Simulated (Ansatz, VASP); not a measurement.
**B3Rh in VASP and in Ansatz**

INCAR

```
PREC = Accurate
ENCUT = 520
EDIFF = 1E-6
ISMEAR = 0
SIGMA = 0.1
LREAL = False
LASPH = True
NELM = 80
ALGO = Normal
ISIF = 2
LWAVE = False
LCHARG = False
NBANDS = 20
```

KPOINTS

```
regular mesh
0
Gamma
  18 18 10
```

File POSCAR:

```
B3Rh
1.0
    2.9076799734      0.0000000000      0.0000000000
   -1.4538399867      2.5181247230      0.0000000000
    0.0000000000      0.0000000000      4.5973938000
B Rh
3 1
Direct
    0.6666666667      0.3333333333      0.0000000000
    0.3333333333      0.6666666667      0.8272070000
    0.3333333333      0.6666666667      0.1727930000
    0.6666666667      0.3333333333      0.5000000000
```

Input for Ansatz:

```yaml
crystal:
  lattice:
    - [2.9076799734, 0.0, 0.0]
    - [-1.4538399867, 2.518124723, 0.0]
    - [0.0, 0.0, 4.5973938]
  atoms:
    - { symbol: B, position: [0.6666666667, 0.3333333333, 0.0] }
    - { symbol: B, position: [0.3333333333, 0.6666666667, 0.827207] }
    - { symbol: B, position: [0.3333333333, 0.6666666667, 0.172793] }
    - { symbol: Rh, position: [0.6666666667, 0.3333333333, 0.5] }
basis:
  ecutwfc: 420
kpoints:
  mp_grid: { grid: [18, 18, 10] }
  band_path:
    path:
      - [[0.0, 0.0, 0.0], [0.5, 0.0, 0.0], [0.33333333, 0.33333333, 0.0], [0.0, 0.0, 0.0], [0.0, 0.0, 0.5], [0.5, 0.0, 0.5], [0.33333333, 0.33333333, 0.5], [0.0, 0.0, 0.5]]
      - [[0.5, 0.0, 0.5], [0.5, 0.0, 0.0]]
      - [[0.33333333, 0.33333333, 0.5], [0.33333333, 0.33333333, 0.0]]
    npoints: 14
hamiltonian:
  xc: lda
scf:
  occupations: { method: gaussian, width: 0.1 }
  n_extra_bands: 10
output:
  forces: true
  stress: true
  eigenvalues: true
  populations: true
  dos: { projected: true, de: 0.02, nscf_kmesh: { grid: [22, 22, 12] } }
  bader: true
  write_density: true
  write_potential: true
  elf: true
  volumetric_format: npy
```

Alike in both runs: task single point; functional LDA; k mesh 18 × 18 × 10; occupations gaussian, width 0.1 eV; no spin polarisation.

|  | VASP | Ansatz |
| --- | --- | --- |
| version | VASP 6.6.1 | Ansatz 0.2.0 |
| potentials or method | VASP PAW LDA potentials, release 64 (B, Rh_pv) | scalar-relativistic, plane waves, PAW |
| plane-wave cutoff (eV) | 520 | 420 |
| valence electrons in the cell | 24 | 26 |

```csv
,VASP,Ansatz,Ansatz less VASP
gap on the k mesh at the Fermi level (eV),none,none,-
pressure (GPa),-11.2,-11.7,-0.52
largest component of the traceless stress (GPa),1.76,1.96,+0.203
rms of the force components (eV/Å),0.013,0.017,+0.0043
```

Atom by atom the forces differ by 0.004 eV/Å (rms over components). A gap of «none» marks a metal or a gap that the smearing closes. The two sets of potentials don't hold the same shells in valence.
